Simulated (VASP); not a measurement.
Calculation: PBEsol GGA, VASP's PBE PAW potentials (set 64) (plane waves; VASP 6.6.1).

VASP ran on this input.

### INCAR
```
NSW=40   ! most ionic steps
LCHARG=.FALSE.
LREAL=.FALSE.   ! projection in real space or not
ISIF=3   ! ions, shape and volume
SIGMA=0.1   ! width (eV)
PSTRESS=200   ! kbar
EDIFFG=-0.02
LWAVE=.FALSE.
PREC=Accurate
LMAXMIX=4
NELM=100   ! most electronic steps
ALGO=Normal   ! blocked Davidson
LASPH=.TRUE.   ! aspherical one-centre terms
ISMEAR=1
SYSTEM=Bi
ENCUT=500   ! plane-wave cut-off (eV)
IBRION=2   ! conjugate gradients
EDIFF=1E-6   ! SCF stop (eV)
GGA=PS
```

### POSCAR
```
Bi
1
    3.6614024288    -2.1135965762    -0.0693966618
    3.6614024288     2.1135965762    -0.0693966618
    2.5071419919     0.0000000000     3.4047340504
Bi
2
Direct
  0.2490946403   0.2490946403   0.2490946407
  0.7509053597   0.7509053597   0.7509053593
```

File KPOINTS:
```
Automatic mesh
0
Gamma
11 11 11
0 0 0
```

POTCAR, in this order: Bi_d (PBE.64 set). Program: vasp_std.

Problem. What will the output report for the number of irreducible k-points (NKPTS), largest plane-wave count, number of space-group operations, FFT grid (NGX, NGY, NGZ)?

Solution. 
```yaml
number of irreducible k-points (NKPTS): 146
largest_plane_wave_count: 1375
number_of_space_group_operations: 12
FFT grid (NGX, NGY, NGZ): 32 × 32 × 32
```

The compound is Bi in the a7 structure. It was relaxed first under an external pressure of 20 GPa.
